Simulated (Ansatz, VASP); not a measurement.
La3Zr: VASP beside Ansatz

```
CELL_PARAMETERS angstrom
5.10627 0.00000 0.00000
0.00000 5.10627 0.00000
0.00000 0.00000 5.10627
ATOMIC_POSITIONS crystal
La 0.50000 0.50000 0.00000
La 0.50000 0.00000 0.50000
La 0.00000 0.50000 0.50000
Zr 0.00000 0.00000 0.00000
```

Change from the starting cell: volume scaled by 1.02.

Alike in both runs: task single point; functional PBE; k mesh 5 × 5 × 5; occupations fermi-dirac, width 0.05 eV; no spin polarisation.

|  | VASP | Ansatz |
| --- | --- | --- |
| version | VASP 6.6.1 | Ansatz 0.2.0 |
| potentials or method | VASP PAW PBE potentials, release 64 (La, Zr_sv) | Ansatz PAW |
| plane-wave cutoff (eV) | 520 | 420 |
| valence electrons in the cell | 45 | 45 |

```tsv
	VASP	Ansatz	Ansatz less VASP
gap on the k mesh at the Fermi level (eV)	none	none	-
pressure (GPa)	-0.9	-0.9	-0.05
```

A gap of «none» marks a metal or a gap that the smearing closes.

Spin-orbit coupling is left out, which matters for the levels of La.
